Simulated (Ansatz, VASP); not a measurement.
## C (Diamond) in two plane-wave programs

Aim: how closely do two programs agree when they are given the same cell, functional and k mesh? The cell is taken from a series of runs on this material, whose earlier steps may have relaxed, scaled, displaced or heated it; both programs get it as it stands.

Main program and level: Ansatz 0.2.0; plane waves, with VASP 6.6.1 beside it; zone-centre phonons at PBE.

## 1. Set-up

Symmetry: Fd-3m, No. 227, cubic system. The conventional cell has a = 3.567 Å, b = 3.567 Å, c = 3.567 Å, α = 90.00°, β = 90.00°, γ = 90.00°. Nearest to C lie 4 C at 1.54 Å.

## 2. Ansatz: zone-centre phonons, PBE

Ansatz runs on its default PAW (the set named soft_2) files.

Second derivatives magnify differences that forces hide, and they need a tight electronic threshold.

input.yaml

```yaml
crystal:
  lattice:
    - [0.0, 1.78337, 1.78337]
    - [1.78337, 0.0, 1.78337]
    - [1.78337, 1.78337, 0.0]
  atoms:
    - { symbol: C, position: [0.0, 0.0, 0.0] }
    - { symbol: C, position: [0.25, 0.25, 0.25] }
kpoints:
  mp_grid: { grid: [10, 10, 10] }
hamiltonian:
  xc: pbe
scf:
  occupations: { method: fixed }
output:
  eigenvalues: true
phonons:
  method: dfpt
  dielectric: true
  rigid_motions: translations
```

On the command line:

```sh
> ansatz run input.yaml --threads 4 --pin off --max-ram 15360MiB --backend cpu --events-out ev --progress --plain --runs-dir out
```

Numbers of over 12 decimals in the logs are rounded to 6 here.

Output:

```text
Engine: ansatz 0.2.0, aarch64-unknown-linux-gnu
Pseudopotentials: kind: paw
Pseudopotential: C, paw, valence charge 4, recommended cutoff 420 eV (normal), C.paw.azcp
Functional definition: PBE
  parameter kappa = 0.804
  parameter beta = 0.066725
  exchange = pbe_x(kappa = kappa, mu = beta*pi^2/3)
  correlation = pbe_c(beta = beta)
Crystal: 2 atoms, lattice volume = 11.344 Å³
Basis set: ecut = 420 eV, 229 PW (Γ), exchange–correlation on 40×40×40 points (8 copies of the dense FFT grid, shifted against one another)
Bands: 8, of which v1, the nominal top of the filled ones, is band 4 counted from 1 (3 counted from 0)
Symmetry: 48 space group operations
k-points: 171 of 1000 (irreducible under 4 space group operations, time reversal used)
Non-local potential: C, projectors of the file, l = 0: 2, l = 1: 2, l = 2: 1
PAW form: soft (Blöchl's): semilocal exchange-correlation on the pseudo side does not see the compensation charge
PAW one-centre angular grid: C, 110 points (default); XC on 64 Gauss nodes
Initial density: superposition of atomic densities (neutral atoms: chi_scale 0, normalization atom), corrected by the library's trained network
Initial wavefunctions: pseudopotential atomic-orbital guess
Functional: x = pbe(κ = 0.804, μ = 0.219515), c = pbe(β = 0.066725)
SCF iter   1: F=—  HF=-501.615225 eV  |F-HF|=—  |Δ(HF+E_count)|=         —  Δρ=1.77e-3  dr2=9.61e-5  ethr=1.77e-3  ⟨swp⟩=3.9  Hψ=8146  notcnv=0  defer=261
preconditioner: auto → none  [insulator: Δε(μ)=4.187 eV  Ē_g=19.631 eV  n_scr=0 (ndim 8)  ℏωp=31.2 eV  f_vac=0.000  ε∞_Penn≈3.5]
SCF iter   2: F=—  HF=-501.615272 eV  |F-HF|=—  |Δ(HF+E_count)|=   4.71e-5  Δρ=8.80e-4  dr2=2.09e-5  ethr=1.20e-6  ⟨swp⟩=2.4  Hψ=3510  notcnv=0  defer=305
SCF iter   3: F=—  HF=-501.615326 eV  |F-HF|=—  |Δ(HF+E_count)|=   5.41e-5  Δρ=8.94e-5  dr2=5.95e-7  ethr=2.62e-7  ⟨swp⟩=2.1  Hψ=2203  notcnv=0  defer=270
SCF iter   4: F=—  HF=-501.615326 eV  |F-HF|=—  |Δ(HF+E_count)|=   1.42e-7  Δρ=2.53e-5  dr2=4.08e-8  ethr=7.44e-9  ⟨swp⟩=2.0  Hψ=2046  notcnv=0
SCF iter   5: F=—  HF=-501.615326 eV  |F-HF|=—  |Δ(HF+E_count)|=  7.88e-10  Δρ=6.19e-6  dr2=2.51e-9  ethr=5.09e-10  ⟨swp⟩=2.2  Hψ=2070  notcnv=0
SCF iter   6: F=-501.615326 eV  HF=-501.615326 eV  |F-HF|=1.27e-11  |Δ(HF+E_count)|=  9.33e-11  Δρ=8.06e-7  dr2=4.57e-11  ethr=1.25e-12  ⟨swp⟩=5.5  Hψ=8296  notcnv=0
SCF 1 converged in 6 iterations: F = -501.615326 eV  dr2 = 4.57e-11
  greatest PAW one-centre occupation: 0.644 electrons in one spin orbital (limit 2), on the C atom at site 1 (counted from 0), in its partial waves of l = 0
NSCF: frozen V_eff on 2 k-points
DFPT response loops at Γ: preconditioner auto → none (the input reference at scf.mixing.eps_inf says where Resta's filter doesn't serve); β = 0.50; Broyden in place of MSR1
── the response to a field inside a basis, on 10×10×10 k-points: an SCF that follows is theirs, and a resumed run solves both again ──
Bands: 5, of which v1, the nominal top of the filled ones, is band 4 counted from 1 (3 counted from 0)
k-points: 110 of 1000 (irreducible under 12 space group operations)
Initial density: handed on by an earlier stage of this run
Initial wavefunctions: pseudopotential atomic-orbital guess (no wavefunctions were taken with the density)
Eigensolver: Dense (110 Hₖ)
SCF iter   1: F=—  HF=-501.619880 eV  |F-HF|=—  |Δ(HF+E_count)|=         —  Δρ=7.89e-4  dr2=1.03e-5  ethr=1.00e-1
preconditioner: auto → none  [insulator: Δε(μ)=4.458 eV  Ē_g=15.994 eV  n_scr=0 (ndim 8)  ℏωp=31.2 eV  f_vac=0.000  ε∞_Penn≈4.8]
SCF iter   2: F=—  HF=-501.619890 eV  |F-HF|=—  |Δ(HF+E_count)|=   9.21e-6  Δρ=3.93e-4  dr2=2.32e-6  ethr=1.29e-7
SCF iter   3: F=-501.619893 eV  HF=-501.619893 eV  |F-HF|=1.59e-8  |Δ(HF+E_count)|=   3.71e-6  Δρ=2.32e-5  dr2=9.26e-9  ethr=2.90e-8
SCF 1 converged in 3 iterations: F = -501.619893 eV  dr2 = 9.26e-9
DFPT response loops at Γ: mixed as the last ones told, above
SCF converged after 6 iterations
Free energy (F): -501.615326 eV
Harris-Foulkes:  -501.615326 eV  (|F-HF|=1.27e-11)
Internal energy: -501.615326 eV  (E = F + TS)
E sigma→0 (E₀):  -501.615326 eV
Fermi energy:    13.316477 eV
--- Per-component energies (eV) ---
  E_band       = 34.706837
  E_kinetic    = 184.537323
  E_local      = -122.400196  (includes V_loc(G=0)·N_el)
  E_nonlocal   = 53.315141
  E_hartree    = 26.768689
  E_xc         = -97.431628
  E_vxc        = -120.957416  (∫ρ·V_xc dr)
  E_paw        = -198.443309  (= ΣΔE_a)
  E_vpaw       = -13.325355  (= ΣTr[D̂ρ^β])
  E_aug_tail   = 0.000018  (compensation charges beyond the density's cutoff)
  E_ewald      = -347.961363
  E_smearing   = -0.000000  (= −TS)
  E_closure    = -0.000000  (closes the sum)
  Σ components = -501.615326   (vs F -501.615326, Δ=0.00e0)
--- Band table (eV; the first three rows and the last of 171) ---
  k-point 0: bands = ["-8.1626", "13.3165", "13.3165", "13.3165", "18.9104", "18.9104", "18.9104", "26.5945"]
  k-point 1: bands = ["-7.8859", "11.6392", "12.8694", "12.8694", "19.4967", "19.4967", "19.8533", "26.8340"]
  k-point 2: bands = ["-7.0609", "8.4335", "11.9903", "11.9903", "20.6264", "20.6264", "21.0534", "27.5001"]
  k-point 170: bands = ["0.1327", "1.9428", "4.6789", "6.3516", "22.7714", "23.8653", "26.3170", "26.5394"]
--- Phonons (Γ-DFPT): 1 representative perturbation + reference, on 171 of 1000 k-points (Σ response iterations 3) ---
  k mesh reduced under 4 symmetry operations, with k and −k counted as one. Each operation leaves every solved perturbation unchanged. A smaller set is not considered because the run solves the response to a homogeneous field
  ASR residual: 2.270e-4 → 0.000e0 eV/Å²; symmetrization residual: 2.132e-14 eV/Å²
  ASR residual per site (eV/Å²): 2.27e-4 2.27e-4
  Γ frequencies (cm⁻¹): 0.00 0.00 0.00 1295.22 1295.22 1295.22
  ε∞ (high-frequency dielectric tensor):
        5.843973     0.000000    -0.000000
        0.000000     5.843973    -0.000000
       -0.000000    -0.000000     5.843973
  ε⁰ (static dielectric tensor: ions relaxed, cell fixed):
        5.843973     0.000000    -0.000000
        0.000000     5.843973    -0.000000
       -0.000000    -0.000000     5.843973
  ε⁰ − ε∞ (ionic part):
        0.000000    -0.000000     0.000000
       -0.000000     0.000000     0.000000
        0.000000     0.000000     0.000000
  softest optical mode at Γ: 1295.22 cm⁻¹; the repairs (sum rule, projections) moved no ω² at Γ by more than (2.27 cm⁻¹)²
  Born effective charges Z* (e; rows j = field, columns β = displacement):
    site 0:
         0.00000    0.00000   -0.00000
         0.00000    0.00000    0.00000
         0.00000    0.00000    0.00000
    site 1:
         0.00000   -0.00000    0.00000
        -0.00000    0.00000   -0.00000
        -0.00000   -0.00000    0.00000
  Z* charge neutrality: 6.755e-4 e pre-enforcement
  solved inside a basis spanned on kpoints, on 10×10×10 k-points, its susceptibility summed on 14×14×14: ε∞ is read to err by 1.6e-2, Z* by 4.5e-3 e (field_mesh: kpoints solves on kpoints)
  optical modes at Γ without the LO–TO term, one row a degenerate level:
      ω (cm⁻¹)  modes    IR ((D/Å)²/amu)
       1295.22      3             0.0000
  optical modes at Γ + LO–TO along q̂ = [1.0000, 0.0000, 0.0000]:
      ω (cm⁻¹)  modes    IR ((D/Å)²/amu)
       1295.22      3             0.0000
  optical modes at Γ + LO–TO along q̂ = [0.0000, 1.0000, 0.0000]:
      ω (cm⁻¹)  modes    IR ((D/Å)²/amu)
       1295.22      3             0.0000
  optical modes at Γ + LO–TO along q̂ = [0.0000, 0.0000, 1.0000]:
      ω (cm⁻¹)  modes    IR ((D/Å)²/amu)
       1295.22      3             0.0000
```

Reading the cycles: dr2 is the Hartree energy of the density residual (eV), the measure of convergence; HF is the Harris–Foulkes estimate of the energy, which meets the free energy F at convergence.

[end of part 1 of 2]

[Lines on the potential files, build, host, timing and source positions are cut from VASP's logs without a mark.]

[Logs are printed without paths, hosts, clocks, repeated set-up lines and the standing remarks that a program may print on its own settings, such as how far it seeks lower states.]

[Hosts, paths, dates, database ids (printed as entryN), source tags and the programs' standing remarks are cut or masked in the printed files.]
